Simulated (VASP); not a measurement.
Output of a VASP run:

File OUTCAR:
```
 ion  position               nearest neighbor table
   1  0.500  0.500  0.500-   2 2.81   2 2.81   2 2.81   2 2.81   2 2.81   2 2.81   2 2.81   2 2.81
  LATTYP: Found a simple cubic cell.
 ALAT       =     3.2500000000
 Subroutine PRICEL returns:
 Original cell was already a primitive cell.
 Subroutine GETGRP returns: Found 48 space group operations
The static configuration has the point symmetry O_h .
The dynamic configuration has the point symmetry O_h .
 Subroutine INISYM returns: Found 48 space group operations
 Subroutine IBZKPT returns following result:
 Found     56 irreducible k-points:

 Following reciprocal coordinates:
            Coordinates               Weight
  0.000000  0.000000  0.000000      1.000000
  0.100000  0.000000  0.000000      6.000000
  0.200000  0.000000  0.000000      6.000000
  0.300000  0.000000  0.000000      6.000000
  0.400000  0.000000  0.000000      6.000000
  0.500000  0.000000  0.000000      3.000000
  0.100000  0.100000  0.000000     12.000000
  0.200000  0.100000  0.000000     24.000000
  0.300000  0.100000  0.000000     24.000000
  0.400000  0.100000  0.000000     24.000000
  0.500000  0.100000  0.000000     12.000000
  0.200000  0.200000  0.000000     12.000000
  0.300000  0.200000  0.000000     24.000000
  0.400000  0.200000  0.000000     24.000000
  0.500000  0.200000  0.000000     12.000000
  0.300000  0.300000  0.000000     12.000000
  0.400000  0.300000  0.000000     24.000000
  0.500000  0.300000  0.000000     12.000000
  0.400000  0.400000  0.000000     12.000000
  0.500000  0.400000  0.000000     12.000000
  0.500000  0.500000  0.000000      3.000000
  0.100000  0.100000  0.100000      8.000000
  0.200000  0.100000  0.100000     24.000000
  0.300000  0.100000  0.100000     24.000000
  0.400000  0.100000  0.100000     24.000000
  0.500000  0.100000  0.100000     12.000000
  0.200000  0.200000  0.100000     24.000000
  0.300000  0.200000  0.100000     48.000000
  0.400000  0.200000  0.100000     48.000000
  0.500000  0.200000  0.100000     24.000000
  0.300000  0.300000  0.100000     24.000000
  0.400000  0.300000  0.100000     48.000000
  0.500000  0.300000  0.100000     24.000000
  0.400000  0.400000  0.100000     24.000000
  0.500000  0.400000  0.100000     24.000000
  0.500000  0.500000  0.100000      6.000000
  0.200000  0.200000  0.200000      8.000000
  0.300000  0.200000  0.200000     24.000000
  0.400000  0.200000  0.200000     24.000000
  0.500000  0.200000  0.200000     12.000000
   k-points           NKPTS =     56   k-points in BZ     NKDIM =     56   number of bands    NBANDS=     15
   number of dos      NEDOS =    301   number of ions     NIONS =      2
   total plane-waves  NPLWV =  13824
   dimension x,y,z NGX =    24 NGY =   24 NGZ =   24
   dimension x,y,z NGXF=    48 NGYF=   48 NGZF=   48
   ions per type =               1   1
   PREC   = accura    normal or accurate (medium, high low for compatibility)
   ISTART =      0    job   : 0-new  1-cont  2-samecut
   ICHARG =      2    charge: 1-file 2-atom 10-const
   ISPIN  =      1    spin polarized calculation?
   LNONCOLLINEAR =      F non collinear calculations
   LSORBIT =      F    spin-orbit coupling
   INIWAV =      1    electr: 0-lowe 1-rand  2-diag
   ENCUT  =  480.0 eV  35.28 Ry    5.94 a.u.   5.81  5.81  5.81*2*pi/ulx,y,z
   NELM   =    100;   NELMIN=  2; NELMDL= -5     # of ELM steps
   EDIFF  = 0.1E-05   stopping-criterion for ELM
   LREAL  =      F    real-space projection
   NLSPLINE    = F    spline interpolate recip. space projectors
   LMAXMIX     =    4 max onsite mixed and CHGCAR
   VOSKOWN=      0    Vosko Wilk Nusair interpolation
   EDIFFG = -.1E-01   stopping-criterion for IOM
   NSW    =     60    number of steps for IOM
   NBLOCK =      1;   KBLOCK =     60    inner block; outer block
   IBRION =      2    ionic relax: 0-MD 1-quasi-New 2-CG
   NFREE  =      1    steps in history (QN), initial steepest desc. (CG)
...
```

OSZICAR:
```
...
DAV:  10    -0.466302813598E+02   -0.10274E-01   -0.26010E-02  1827   0.207E+00    0.228E-01
DAV:  11    -0.466284531805E+02    0.18282E-02   -0.94703E-03  1722   0.112E+00    0.253E-01
DAV:  12    -0.466317280011E+02   -0.32748E-02   -0.25545E-03  1841   0.549E-01    0.711E-02
DAV:  13    -0.466317494999E+02   -0.21499E-04   -0.40546E-05  2415   0.581E-02    0.814E-02
DAV:  14    -0.466317774192E+02   -0.27919E-04   -0.76034E-04  1778   0.345E-01    0.189E-01
DAV:  15    -0.466317764159E+02    0.10033E-05   -0.15458E-05  2107   0.358E-02    0.181E-01
DAV:  16    -0.466317295787E+02    0.46837E-04   -0.40168E-06  1876   0.256E-02    0.194E-01
DAV:  17    -0.466317591810E+02   -0.29602E-04   -0.29327E-06  1717   0.298E-02    0.234E-01
DAV:  18    -0.466319233270E+02   -0.16415E-03   -0.84030E-05  1891   0.112E-01    0.112E-01
DAV:  19    -0.466319454893E+02   -0.22162E-04   -0.14849E-05  1757   0.423E-02    0.190E-01
DAV:  20    -0.466319494873E+02   -0.39979E-05   -0.68303E-06  1967   0.447E-02    0.111E-01
DAV:  21    -0.466319487260E+02    0.76124E-06   -0.74738E-07   932   0.161E-02
   1 F= -.46631949E+02 E0= -.46631284E+02  d E =-.466319E+02
       N       E                     dE             d eps       ncg     rms          rms(c)
DAV:   1    -0.473712935595E+02   -0.73934E+00   -0.16539E+01  1764   0.764E+01    0.596E+00
DAV:   2    -0.466849900369E+02    0.68630E+00   -0.30264E+00  1736   0.233E+01    0.217E+00
DAV:   3    -0.466433538545E+02    0.41636E-01   -0.25630E-01  2165   0.828E+00    0.101E+00
DAV:   4    -0.466256678525E+02    0.17686E-01   -0.69180E-02  2524   0.443E+00    0.985E-01
DAV:   5    -0.466274863467E+02   -0.18185E-02   -0.26133E-03  1722   0.530E-01    0.810E-01
DAV:   6    -0.466221589962E+02    0.53274E-02   -0.48359E-03  1855   0.581E-01    0.999E-02
DAV:   7    -0.466264005557E+02   -0.42416E-02   -0.79327E-03  1792   0.755E-01    0.606E-02
DAV:   8    -0.466271030822E+02   -0.70253E-03   -0.48283E-04  1757   0.203E-01    0.787E-02
DAV:   9    -0.466271233355E+02   -0.20253E-04   -0.57900E-05  1929   0.677E-02    0.286E-02
DAV:  10    -0.466271573435E+02   -0.34008E-04   -0.70963E-05  1820   0.962E-02    0.178E-02
DAV:  11    -0.466271651756E+02   -0.78321E-05   -0.74290E-06  1764   0.342E-02    0.772E-03
DAV:  12    -0.466271658622E+02   -0.68661E-06   -0.33942E-07   987   0.632E-03
   2 F= -.46627166E+02 E0= -.46626622E+02  d E =0.478286E-02
       N       E                     dE             d eps       ncg     rms          rms(c)
DAV:   1    -0.468929238808E+02   -0.26576E+00   -0.52890E+00  1771   0.397E+01    0.378E+00
DAV:   2    -0.466593742257E+02    0.23355E+00   -0.11179E+00  1708   0.141E+01    0.115E+00
DAV:   3    -0.466435020985E+02    0.15872E-01   -0.99691E-02  2115   0.523E+00    0.498E-01
DAV:   4    -0.466384548936E+02    0.50472E-02   -0.19360E-02  2524   0.239E+00    0.648E-01
DAV:   5    -0.466374377771E+02    0.10171E-02   -0.69215E-04  1869   0.258E-01    0.801E-01
DAV:   6    -0.466389543773E+02   -0.15166E-02   -0.33593E-03  1827   0.386E-01    0.142E-01
DAV:   7    -0.466390022310E+02   -0.47854E-04   -0.10034E-04  1928   0.893E-02    0.139E-01
DAV:   8    -0.466388926095E+02    0.10962E-03   -0.12955E-04  1897   0.108E-01    0.374E-02
DAV:   9    -0.466389716902E+02   -0.79081E-04   -0.12097E-04  1883   0.982E-02    0.642E-02
DAV:  10    -0.466389763626E+02   -0.46724E-05   -0.88948E-06  1890   0.362E-02    0.240E-02
DAV:  11    -0.466389768931E+02   -0.53052E-06   -0.52022E-07   903   0.114E-02
   3 F= -.46638977E+02 E0= -.46638330E+02  d E =-.702817E-02
```

OUTCAR:
```
------------------------ aborting loop because EDIFF is reached ----------------------------------------
  FORCE on cell =-STRESS in cart. coord.  units (eV):
  Direction    XX          YY          ZZ          XY          YZ          ZX
  --------------------------------------------------------------------------------------
  Total        0.0029430      0.0029430      0.0029430      0.0000000     -0.0000000      0.0000000
  in kB        0.1344173      0.1344173      0.1344173      0.0000000     -0.0000000      0.0000000
  external PRESSURE =       0.1344173 kB  Pullay stress =       0.0000000 kB
  volume of cell :       35.08
      direct lattice vectors                 reciprocal lattice vectors
     3.273520199  0.000000000  0.000000000     0.305481543  0.000000000  0.000000000
    -0.000000000  3.273520199  0.000000000    -0.000000000  0.305481543  0.000000000
    -0.000000000 -0.000000000  3.273520199    -0.000000000 -0.000000000  0.305481543
 POSITION                                       TOTAL-FORCE (eV/Angst)
 -----------------------------------------------------------------------------------
      1.63676      1.63676      1.63676        -0.000000     -0.000000      0.000000
      0.00000      0.00000      0.00000         0.000000      0.000000      0.000000
 -----------------------------------------------------------------------------------
    total drift:                                0.000000      0.000000     -0.000000
  FREE ENERGIE OF THE ION-ELECTRON SYSTEM (eV)
  ---------------------------------------------------
  free  energy   TOTEN  =       -46.6389768931 eV

  energy  without entropy=      -46.6370368838  energy(sigma->0) =      -46.63833022

 reached required accuracy - stopping structural energy minimisation
```
(Selected blocks of OUTCAR.)

File POSCAR:
```
PdIn
1
    3.2500000000     0.0000000000     0.0000000000
    0.0000000000     3.2500000000     0.0000000000
    0.0000000000     0.0000000000     3.2500000000
In Pd
1 1
Direct
  0.5000000000   0.5000000000   0.5000000000
  0.0000000000   0.0000000000   0.0000000000
```

Question: Reconstruct the remaining input files.

Answer: One answer among several that fit: the input of the run itself, r2SCAN meta-GGA, plane waves, VASP's PBE PAW potentials (set 64).

**INCAR**
```
SYSTEM = PdIn
PREC = Accurate
ENCUT = 480
EDIFF = 1E-6
NELM = 100
ALGO = Normal
LREAL = .FALSE.
LASPH = .TRUE.
ISMEAR = 1
SIGMA = 0.1
METAGGA = R2SCAN
LMIXTAU = .TRUE.
LMAXMIX = 4
LWAVE = .FALSE.
LCHARG = .FALSE.
IBRION = 2
ISIF = 3
NSW = 60
EDIFFG = -0.01
```

KPOINTS:
```
K-points
0
Gamma
  10 10 10
```

POTCAR, in this order: In_d Pd (PBE.64 set). Program: vasp_std.

Energy and stress use the plane-wave basis of the starting cell.

The compound is PdIn in the CsCl type structure. This run relaxes it. Symmetry was kept, so distortions that lower it aren't found. The electron count is odd and the run is not spin-polarised, which forces a metal.
